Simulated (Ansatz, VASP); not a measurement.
# InH3: VASP beside Ansatz, part 2 of 3

One calculation is typed for both programs; each brings its own data sets. How far apart do they land? The cell is generated by rule, not measured, and may not be a known phase. Of the first pair: The cell is taken from a series of runs on this material, whose earlier steps may have relaxed, scaled, displaced or heated it; both programs get it as it stands.

VASP 6.6.1 and Ansatz 0.2.0.

So far: The starting structure; VASP: relaxation of cell and atoms, PBEsol, pair 1.

### Step 3. Ansatz: relaxation of cell and atoms, PBEsol, pair 1

Level of this step: Ansatz beside VASP: Kohn-Sham DFT, plane waves, PBEsol (Ansatz).

Ansatz runs on its default PAW (the set named soft_2) files.

The same cell, functional, mesh and smearing now go to Ansatz, which takes its cutoff from its data sets.

input.yaml

```yaml
crystal:
  lattice:
    - [5.2063547324, 0.0, 0.0]
    - [0.0, 5.2063547324, 0.0]
    - [0.0, 0.0, 3.8261646297]
  atoms:
    - { symbol: In, position: [0.5, 0.5, 0.0] }
    - { symbol: In, position: [0.0, 0.0, 0.0] }
    - { symbol: H, position: [0.5, 0.5, 0.5] }
    - { symbol: H, position: [0.0, 0.0, 0.5] }
    - { symbol: H, position: [0.1762450552, 0.3237549448, 0.0] }
    - { symbol: H, position: [0.8237549448, 0.6762450552, 0.0] }
    - { symbol: H, position: [0.3237549448, 0.8237549448, 0.0] }
    - { symbol: H, position: [0.6762450552, 0.1762450552, 0.0] }
kpoints:
  mp_grid: { grid: [6, 6, 8] }
hamiltonian:
  xc: pbesol
scf:
  occupations: { method: methfessel_paxton, width: 0.15 }
output:
  forces: true
  stress: true
  eigenvalues: true
relax:
  adjacent_minimum: "off"
  f_tol: 0.001
  max_steps: 60
  cell: { stress_tol: 0.01 }
```

Run with:

```
$ ansatz run input.yaml --threads 4 --pin off --max-ram 7168MiB --backend cpu --events-out ev --progress --plain --runs-dir out
```

Numbers of over 12 decimals in the logs are rounded to 6 here.

Output:

```text
Engine: ansatz 0.2.0, aarch64-unknown-linux-gnu
Pseudopotentials: kind: paw
Pseudopotential: In, paw, valence charge 13, recommended cutoff 420 eV (normal), In.paw.azcp
Pseudopotential: H, paw, valence charge 1, recommended cutoff 420 eV (normal), H.paw.azcp
Functional definition: PBEsol
  exchange = pbesol_x
  correlation = pbesol_c
Crystal: 8 atoms, lattice volume = 103.713 Å³
Basis set: ecut = 420 eV, 2061 PW (Γ), exchange–correlation on 72×72×54 points (8 copies of the dense FFT grid, shifted against one another)
Bands: 24, of which v1, the nominal top of the filled ones, is band 16 counted from 1 (15 counted from 0)
Symmetry: 16 space group operations
Space group: P4/mbm (ITA 127), of the structure as read, at distance tolerance 4.7e-5 Å
k-points: 50 of 288
Non-local potential: In, projectors of the file, l = 0: 2, l = 1: 2, l = 2: 2, l = 3: 2
Non-local potential: H, projectors of the file, l = 0: 2, l = 1: 1
PAW form: soft (Blöchl's): semilocal exchange-correlation on the pseudo side does not see the compensation charge
PAW frozen core: In, regenerated for the run's functional, and the local potential with it (the file was generated under x = pbe(κ = 0.804, μ = 0.219515), c = pbe(β = 0.066725))
PAW one-centre angular grid: In, 590 points (default); XC on 64 Gauss nodes
PAW one-centre angular grid: H, 110 points (default); XC on 64 Gauss nodes
Initial density: superposition of atomic densities (neutral atoms: chi_scale 0, normalization atom), corrected by the library's trained network
Initial wavefunctions: pseudopotential atomic-orbital guess
Functional: x = pbesol(κ = 0.804, μ = 0.123457), c = pbesol(β = 0.046)
SCF iter   1: F=—  HF=-11142.112116 eV  |F-HF|=—  |Δ(HF+E_count)|=         —  Δρ=8.60e-3  dr2=4.73e-2  ethr=1.77e-3  ⟨swp⟩=6.0  Hψ=5987  notcnv=0  defer=10
preconditioner: auto → Kerker (q_TF=auto, 2.243 Å⁻¹)  [metal: Δε(μ)=0.067 eV  Ē_g=15.952 eV  σ=0.150 eV  W_gap=0.37  n_scr=18 (ndim 8)  ℏωp=20.6 eV  f_vac=0.125  D(μ)=0.67/eV (n_scr^D=0)]
SCF iter   2: F=—  HF=-11142.099850 eV  |F-HF|=—  |Δ(HF+E_count)|=   1.23e-2  S|Δr|=    0.00e0  Δρ=4.39e-3  dr2=1.33e-2  ethr=1.48e-4  ⟨swp⟩=1.0  Hψ=1600  notcnv=0  defer=11
SCF iter   3: F=—  HF=-11142.095741 eV  |F-HF|=—  |Δ(HF+E_count)|=   4.11e-3  S|Δr|=    0.00e0  Δρ=6.33e-4  dr2=3.49e-4  ethr=4.16e-5  ⟨swp⟩=3.0  Hψ=1958  notcnv=0  defer=11
SCF iter   4: F=—  HF=-11142.095829 eV  |F-HF|=—  |Δ(HF+E_count)|=   8.79e-5  S|Δr|=    0.00e0  Δρ=2.07e-4  dr2=1.05e-4  ethr=1.09e-6  ⟨swp⟩=2.0  Hψ=1614  notcnv=0  defer=11
SCF iter   5: F=—  HF=-11142.095906 eV  |F-HF|=—  |Δ(HF+E_count)|=   7.73e-5  S|Δr|=    0.00e0  Δρ=1.85e-4  dr2=5.17e-5  ethr=3.29e-7  ⟨swp⟩=2.0  Hψ=1260  notcnv=0  defer=11
SCF iter   6: F=—  HF=-11142.095945 eV  |F-HF|=—  |Δ(HF+E_count)|=   3.90e-5  S|Δr|=    0.00e0  Δρ=1.11e-4  dr2=1.32e-5  ethr=1.62e-7  ⟨swp⟩=2.2  Hψ=1390  notcnv=0  defer=11
SCF iter   7: F=—  HF=-11142.095949 eV  |F-HF|=—  |Δ(HF+E_count)|=   3.70e-6  S|Δr|=    0.00e0  Δρ=1.03e-5  dr2=1.35e-7  ethr=4.12e-8  ⟨swp⟩=2.0  Hψ=1876  notcnv=0  defer=11
SCF iter   8: F=-11142.095949 eV  HF=-11142.095949 eV  |F-HF|=1.98e-8  |Δ(HF+E_count)|=   3.29e-7  S|Δr|=    0.00e0  Δρ=1.54e-6  dr2=3.00e-9  ethr=3.13e-10  ⟨swp⟩=9.2  Hψ=5815  notcnv=0
SCF 1 converged in 8 iterations: F = -11142.095949 eV  dr2 = 3.00e-9
  greatest PAW one-centre occupation: 0.982 electrons in one spin orbital (limit 2), on the In atom at site 0 (counted from 0), in its partial waves of l = 2
relax step   1: F+E_penalty+E_count = -11142.09594927 eV  Δ(F+E_penalty+E_count) = +0.000e0 eV  max|allowed force component| = 5.805e-5 eV/Å  Δτ_max = 0.0000 Å  P = -0.000 GPa  Ω = 103.713 Å³  (8 SCF iters, dr2 threshold 1.00e-7 eV, accepted)
Initial density: handed on by an earlier stage of this run
Initial wavefunctions: pseudopotential atomic-orbital guess (no wavefunctions were taken with the density)
iter 1 solved again at ethr=7.59e-7 eV; its pass at ethr=3.10e-3 eV (dr2=2.43e-4 eV) is discarded
SCF iter   1: F=—  HF=-11142.095947 eV  |F-HF|=—  |Δ(HF+E_count)|=         —  Δρ=1.63e-6  dr2=3.46e-9  ethr=7.59e-7  ⟨swp⟩=2.2  Hψ=8397  notcnv=0
eigensolver tolerance schedule: the retry pair's looser diagonalisation over-reported the residual by 70165.75 of it (diagonalisation noise at an unbounded share of the residual, at the tolerance the schedule requests for it); recorded, not acted on — ethr = c·dr2/N_el stays at c = 1.0e-1
preconditioner: auto → Kerker (q_TF=auto, 2.243 Å⁻¹)  [metal: Δε(μ)=0.055 eV  Ē_g=15.985 eV  σ=0.150 eV  W_gap=0.30  n_scr=18 (ndim 8)  ℏωp=20.6 eV  f_vac=0.115  D(μ)=0.75/eV (n_scr^D=0)]
SCF iter   2: F=—  HF=-11142.095949 eV  |F-HF|=—  |Δ(HF+E_count)|=   2.72e-6  S|Δr|=    0.00e0  Δρ=1.17e-6  dr2=1.57e-9  ethr=1.08e-11  ⟨swp⟩=3.3  Hψ=2808  notcnv=0
SCF iter   3: F=—  HF=-11142.095949 eV  |F-HF|=—  |Δ(HF+E_count)|=   9.12e-9  S|Δr|=    0.00e0  Δρ=5.57e-7  dr2=5.23e-10  ethr=4.92e-12  ⟨swp⟩=3.0  Hψ=2036  notcnv=0
SCF iter   4: F=—  HF=-11142.095949 eV  |F-HF|=—  |Δ(HF+E_count)|=   3.73e-9  S|Δr|=    0.00e0  Δρ=2.94e-7  dr2=1.22e-10  ethr=1.63e-12  ⟨swp⟩=2.0  Hψ=1500  notcnv=0
SCF iter   5: F=—  HF=-11142.095949 eV  |F-HF|=—  |Δ(HF+E_count)|=  5.53e-10  S|Δr|=    0.00e0  Δρ=1.87e-7  dr2=2.27e-11  ethr=1.00e-12  ⟨swp⟩=2.0  Hψ=1474  notcnv=0
SCF iter   6: F=-11142.095949 eV  HF=-11142.095949 eV  |F-HF|=1.82e-12  |Δ(HF+E_count)|=  2.55e-11  S|Δr|=    0.00e0  Δρ=3.01e-8  dr2=1.26e-12  ethr=1.00e-12  ⟨swp⟩=4.2  Hψ=4706  notcnv=0
SCF 2 converged in 6 iterations: F = -11142.095949 eV  dr2 = 1.26e-12
relax step   2: F+E_penalty+E_count = -11142.09594927 eV  Δ(F+E_penalty+E_count) = -3.611e-9 eV  max|allowed force component| = 5.926e-5 eV/Å  Δτ_max = 0.0000 Å  P = -0.000 GPa  Ω = 103.713 Å³  stress off target by 1.78e-3 GPa  SCF on the basis re-selected at this cell (its energy is not comparable with the rows above)  (6 SCF iters)
basis re-selected at this cell: Δ(F+E_penalty+E_count) = -3.611e-9 eV, ΔP = +0.000 GPa vs the last step (what re-selecting the basis moved, of the pressure what is left beyond the Pulay correction that the steps carried, after the strain that the cell walked since its last selection, with what the two solves' SCF thresholds leave and, on support functions, any second-order correction that the steps lacked; it is no m [...]
SCF converged after 6 iterations
Stability not checked: this state was not tested for a lower state beside it, because cold or Methfessel-Paxton smearing, or corrected tetrahedra, fill the levels in a way that the test cannot read (fill_not_monotonic; see scf.lower_state_search)
Free energy (F): -11142.095949 eV
Harris-Foulkes:  -11142.095949 eV  (|F-HF|=1.82e-12)
Internal energy: -11142.095561 eV  (E = F + TS)
E sigma→0 (E₀):  -11142.095852 eV
Entropy (-TS):   -0.000388 eV (-0.049 meV/atom)
Fermi energy:    3.357510 eV
Step filling:    the computed levels leave a gap of 0.0548 eV = 0.4 smearing widths at the electron count; against every level under it full and every level over it empty, smearing changes F+E_penalty+E_count by -0.583 meV and its σ→0 estimate by -0.486 meV
--- Per-component energies (eV) ---
  E_band       = -221.288602
  E_kinetic    = 564.952752
  E_local      = -3056.902856  (includes V_loc(G=0)·N_el)
  E_nonlocal   = 746.260686
  E_hartree    = 1201.496328
  E_xc         = -476.886093
  E_vxc        = -265.044593  (∫ρ·V_xc dr)
  E_paw        = -8173.715991  (= ΣΔE_a)
  E_vpaw       = -613.540547  (= ΣTr[D̂ρ^β])
  E_aug_tail   = -0.006722  (compensation charges beyond the density's cutoff)
  E_ewald      = -1947.765471
  E_core_change = 0.471805  (= ΣΔE_core)
  E_smearing   = -0.000388  (= −TS)
  E_closure    = 0.000000  (closes the sum)
  Σ components = -11142.095949   (vs F -11142.095949, Δ=0.00e0)
--- Forces (eV/Å), atoms counted from 1 ---
  atom   1  In     0.00000000    -0.00000000     0.00000000
  atom   2  In     0.00000000     0.00000000     0.00000000
  atom   3  H     -0.00000000    -0.00000000     0.00000000
  atom   4  H      0.00000000     0.00000000     0.00000000
  atom   5  H      0.00005926    -0.00005926     0.00000000
  atom   6  H     -0.00005926     0.00005926     0.00000000
  atom   7  H     -0.00005926    -0.00005926     0.00000000
  atom   8  H      0.00005926     0.00005926     0.00000000
  max |Σ_I F_I| component: 5.42e-20 eV/Å
--- Stress (GPa, compression-positive) ---
       -0.001031       0.000000       0.000000
        0.000000      -0.001031       0.000000
        0.000000       0.000000       0.001781
  P = ⅓ Tr σ = -0.0001 GPa (-0.001 kbar)
--- Band table (eV; the first three rows and the last of 50) ---
  k-point 0: bands = [... 12 lower, -0.5370, -0.5370, 2.8481, 3.4437, 6.9960, 7.1667, 7.1667, 8.5044, ... 4 higher]
  k-point 1: bands = [... 12 lower, -0.4814, -0.4814, 2.5054, 2.8936, 6.4184, 7.2872, 7.2872, 7.5012, ... 4 higher]
  k-point 2: bands = [... 12 lower, -0.3418, -0.3418, 0.8281, 3.0084, 4.1750, 7.6147, 7.6147, 8.2094, ... 4 higher]
  k-point 49: bands = [... 12 lower, -1.0927, -1.0927, -0.7817, -0.7817, 7.2234, 7.2234, 8.3156, 8.3156, ... 4 higher]
--- Relaxed structure (1 steps of the walk, 1 accepted, 1 SCFs on fresh bases) ---
  F+E_penalty+E_count = -11142.09594927 eV   max|allowed force component| = 5.926e-5 eV/Å   (the final SCF, on the basis selected at the relaxed cell)
  cell:  # Å, volume = 103.7125 Å³
    - [5.2063547324, 0.0, 0.0]
    - [0.0, 5.2063547324, 0.0]
    - [0.0, 0.0, 3.8261646297]
  atoms:
    - { symbol: In, position: [0.5, 0.5, 0.0] }
    - { symbol: In, position: [0.0, 0.0, 0.0] }
    - { symbol: H, position: [0.5, 0.5, 0.500000] }
    - { symbol: H, position: [0.0, 0.0, 0.500000] }
    - { symbol: H, position: [0.1762450552, 0.3237549448, 0.0] }
    - { symbol: H, position: [0.8237549448, 0.6762450552, 0.0] }
    - { symbol: H, position: [0.3237549448, 0.8237549448, 0.0] }
    - { symbol: H, position: [0.6762450552, 0.1762450552, 0.0] }
```

In the SCF lines HF is the Harris–Foulkes energy and dr2 the Hartree energy of the density residual, in eV; the loop may stop once dr2 is under the threshold and the program's other checks hold. Hψ counts applications of the Hamiltonian.

### Step 4. Differences

Known differences besides the potentials themselves: the cutoff is 420 eV in Ansatz and 500 eV in VASP; Ansatz makes its cores anew for this functional, VASP keeps those of its PBE data sets; Ansatz adds a Pulay correction to the stress that steers its cell, VASP none. Total energies have different zeros and are not compared.

Compared:

```csv
quantity,Ansatz,VASP,difference
volume (Å³),103.71,103.57,+0.13 %
"edge a after relaxation, in the typed setting (Å)",5.206,5.204,+0.04 %
"edge c after relaxation, in the typed setting (Å)",3.826,3.824,+0.05 %
```

### Step 5. Ansatz: relaxation of cell and atoms, PBEsol, pair 2

The relaxed volume is the usual yardstick between codes: in a stiff, nearly cubic crystal its relative difference is about their pressure difference at one cell divided by the bulk modulus. Its start cell is another than that of the pair before, and may be another structure of the material.

The two relaxations start from unlike cells of this crystal (the structure described is Ansatz's start), so only their ends are compared.

input.yaml

```yaml
crystal:
  lattice:
    - [-3.8226931498, 0.0, 0.0]
    - [0.0, -3.8226931498, -3.8226931498]
    - [0.0, -3.8226931498, 3.8226931498]
  atoms:
    - { symbol: In, position: [0.0, 0.5, 0.5] }
    - { symbol: In, position: [0.0, 0.0, 0.0] }
    - { symbol: H, position: [0.5, 0.5, 0.5] }
    - { symbol: H, position: [0.5, 0.0, 0.0] }
    - { symbol: H, position: [0.0, 0.2316883027, 0.2683116973] }
    - { symbol: H, position: [0.0, 0.7683116973, 0.7316883027] }
    - { symbol: H, position: [0.0, 0.2683116973, 0.7683116973] }
    - { symbol: H, position: [0.0, 0.7316883027, 0.2316883027] }
kpoints:
  mp_grid: { grid: [8, 6, 6] }
hamiltonian:
  xc: pbesol
scf:
  occupations: { method: methfessel_paxton, width: 0.15 }
output:
  forces: true
  stress: true
  eigenvalues: true
relax:
  adjacent_minimum: "off"
  f_tol: 0.002
  max_steps: 120
  cell: { stress_tol: 0.03 }
```

Output:

```text
[...]
Crystal: 8 atoms, lattice volume = 111.722 Å³
Basis set: ecut = 420 eV, 2137 PW (Γ), exchange–correlation on 54×80×80 points (8 copies of the dense FFT grid, shifted against one another)
Bands: 24, of which v1, the nominal top of the filled ones, is band 16 counted from 1 (15 counted from 0)
Symmetry: 16 space group operations
[...]
k-points: 50 of 288
[...]
- [0, -3.681449, -3.681449]
    - [0, -3.681449, 3.681449]
  atoms:
    - { symbol: In, position: [0, 0.500000, 0.500000] }
    - { symbol: In, position: [0, 0, 0] }
    - { symbol: H, position: [0.500000, 0.500000, 0.500000] }
    - { symbol: H, position: [0.500000, 0, 0] }
    - { symbol: H, position: [0, 0.176245, 0.323755] }
    - { symbol: H, position: [0, 0.823755, 0.676245] }
    - { symbol: H, position: [0, 0.323755, 0.823755] }
    - { symbol: H, position: [0, 0.676245, 0.176245] }
[key lines of the parts left out:]
SCF converged after 5 iterations
Free energy (F): -11142.095949 eV
Fermi energy:    3.357508 eV
P = ⅓ Tr σ = -0.0001 GPa (-0.001 kbar)
```

### Step 6. VASP: relaxation of cell and atoms, PBEsol, pair 2

Its own start cell and the same functional, mesh and smearing now go to VASP, with its own data sets.

INCAR

```
SYSTEM = InH3
PREC = Accurate
ENCUT = 500
EDIFF = 1E-07
NELM = 120
ISMEAR = 1
SIGMA = 0.15
LREAL = .FALSE.
ALGO = Normal
GGA = PS
NBANDS = 24
LORBIT = 11
LWAVE = .FALSE.
LCHARG = .FALSE.
ISIF = 3
IBRION = 2
NSW = 80
EDIFFG = -0.005
LASPH = .TRUE.
GGA_COMPAT = .FALSE.
NELMIN = 4
KPAR = 2
```

POSCAR

```
InH3
1.0
   -3.8225412926      0.0000000000      0.0000000000
    0.0000000000     -3.6771561868     -3.6771561868
    0.0000000000     -3.6771561868      3.6771561868
In H
2 6
Direct
    0.0000000000      0.5000000000      0.5000000000
    0.0000000000      0.0000000000      0.0000000000
    0.5000001308      0.5000000000      0.5000000000
    0.5000001308      0.0000000000      0.0000000000
    0.0000000000      0.1752225265      0.3247776043
    0.0000000000      0.8247776043      0.6752225265
    0.0000000000      0.3247774735      0.8247776043
    0.0000000000      0.6752225265      0.1752223957
```

KPOINTS

```
Automatic mesh
0
Gamma
8 6 6
0 0 0
```

PAW data sets: In_d and H (PBE family, release 64).

Run with:

```
$ mpirun -np 2 vasp_std
```

Output:

```text
[banner, memory and clock lines left out]
running    2 mpi-ranks, on    1 nodes
[...]
[... a notice as in an earlier step ...]

 LDA part: xc-table for (Slater+PW92), standard interpolation
 POSCAR, INCAR and KPOINTS ok, starting setup
[...]
entering main loop
       N       E                     dE             d eps       ncg     rms          rms(c)
DAV:   1     0.245568876806E+03    0.24557E+03   -0.14323E+04  2400   0.143E+03
DAV:   2    -0.190597273327E+01   -0.24747E+03   -0.23698E+03  2448   0.361E+02
DAV:   3    -0.235933994406E+02   -0.21687E+02   -0.21378E+02  3096   0.124E+02
DAV:   4    -0.243998803449E+02   -0.80648E+00   -0.80615E+00  2760   0.266E+01
[...]
DAV:  13    -0.231327119392E+02   -0.74371E-06   -0.39304E-06  3360   0.135E-02    0.633E-03
DAV:  14    -0.231327122338E+02   -0.29454E-06   -0.95503E-07  3248   0.128E-02    0.299E-03
DAV:  15    -0.231327121877E+02    0.46025E-07   -0.80363E-08  2000   0.201E-03
   1 F= -.23132712E+02 E0= -.23132542E+02  d E =-.231327E+02
[...]
N       E                     dE             d eps       ncg     rms          rms(c)
DAV:   1    -0.231328243516E+02   -0.11212E-03   -0.25438E-03  2984   0.759E-01    0.565E-02
DAV:   2    -0.231327438649E+02    0.80487E-04   -0.20798E-04  3056   0.235E-01    0.245E-02
DAV:   3    -0.231327276412E+02    0.16224E-04   -0.44702E-05  3312   0.113E-01    0.530E-03
DAV:   4    -0.231327281761E+02   -0.53487E-06   -0.54951E-06  2688   0.188E-02    0.487E-03
DAV:   5    -0.231327285620E+02   -0.38589E-06   -0.41752E-07  3112   0.507E-03    0.156E-03
DAV:   6    -0.231327286711E+02   -0.10918E-06   -0.73825E-08  1424   0.244E-03    0.464E-04
DAV:   7    -0.231327286979E+02   -0.26714E-07   -0.13069E-08  1384   0.126E-03
   2 F= -.23132729E+02 E0= -.23132554E+02  d E =-.165101E-04
 trial-energy change:   -0.000017  1 .order   -0.000018   -0.000027   -0.000009
 step:   1.4623(harm=  1.4623)  dis= 0.00005  next Energy=   -23.132732 (dE=-0.200E-04)
 reached required accuracy - stopping structural energy minimisation
```

Parts of OUTCAR (step 6):

```text
  Total        0.0175007     -0.0131497     -0.0131497      0.0000000      0.0000000      0.0000000
  in kB        0.2713858     -0.2039138     -0.2039138      0.0000000      0.0000000      0.0000000
  external PRESSURE =      -0.0454806 kB  Pullay stress =       0.0000000 kB

 POSITION                                       TOTAL-FORCE (eV/Angst)
 -----------------------------------------------------------------------------------
     -0.00000     -3.67611      0.00000        -0.000000     -0.000000      0.000000
     -0.00000     -3.67611     -3.67611        -0.000000     -0.000000      0.000000
     -1.91136     -3.67611      0.00000         0.000000      0.000000     -0.000000
     -1.91136     -3.67611     -3.67611         0.000000      0.000000      0.000000
     -0.00000     -1.83805      0.54982         0.000000      0.000000      0.002328
     -0.00000     -5.51416     -0.54982        -0.000000      0.000000     -0.002328
     -0.00000     -4.22593      1.83805        -0.000000     -0.002328      0.000000
     -0.00000     -3.12629     -1.83805         0.000000      0.002328      0.000000
 -----------------------------------------------------------------------------------
    total drift:                               -0.000051     -0.000037      0.000000

  FREE ENERGIE OF THE ION-ELECTRON SYSTEM (eV)
  ---------------------------------------------------
  free  energy   TOTEN  =       -23.1327286979 eV

  energy  without entropy=      -23.1322050881  energy(sigma->0) =      -23.13255416

[... 2 parts as in an earlier step ...]

[... 2 further parts left out ...]
[key lines of the parts left out:]
E-fermi :   1.8807
```

### Step 7. Differences

Both answers:

```
                                         quantity  Ansatz    VASP  difference
                                      volume (Å³)  103.71  103.32     +0.38 %
edge a after relaxation, in the typed setting (Å)   3.826   3.823     +0.09 %
edge b after relaxation, in the typed setting (Å)   5.206   5.199     +0.15 %
```

(Continued in part 3 of 3.)

[Lines on the potential files, build, host, timing and source positions are cut from VASP's logs without a mark.]

[Logs are printed without paths, hosts, clocks, repeated set-up lines and the standing remarks that a program may print on its own settings, such as how far it seeks lower states.]

[Hosts, paths, dates, database ids (printed as entryN), source tags and the programs' standing remarks are cut or masked in the printed files.]
